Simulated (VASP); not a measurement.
Here is the system:

```
CuP
1.0
    1.90394    -5.03124     0.00000
    1.90394     5.03124     0.00000
    0.00000     0.00000     3.75214
P Cu
2 2
Direct
  0.56400   0.43600   0.25000
  0.43600   0.56400   0.75000
  0.85475   0.14525   0.25000
  0.14525   0.85475   0.75000
```

These are PBE GGA, VASP's PBE PAW potentials (set 64) (plane waves; VASP) values and carry that method's errors. Run with 520 eV cut-off, 6×6×5 Γ-centred mesh, Gaussian smearing of 0.050 eV, potentials P Cu.

Question: Give the force on each atom (eV/Å).

Answer: 
```
atom     Fx      Fy     Fz
----  -----  ------  -----
P1    0.000  -1.128  0.000
P2    0.000   1.128  0.000
Cu3   0.000   0.121  0.000
Cu4   0.000  -0.121  0.000
```

Question: Give the stress tensor in GPa (positive for a compressed cell).

Answer: 
```
-9.01   0.00   0.00
 0.00  -9.74   0.00
 0.00   0.00  -9.34
```
The pressure is its mean diagonal, -9.36 GPa.

The structure was generated: CuP was put into the CrB type (Cmcm), which need not be its known phase. The cell was not relaxed at this level. The k-mesh is coarse (spacing up to 0.33 per Å, 2π included), so the numbers may not be converged in it. The run is one of a series of settings (ENCUT = 520 against the base run), some of them coarse on purpose.
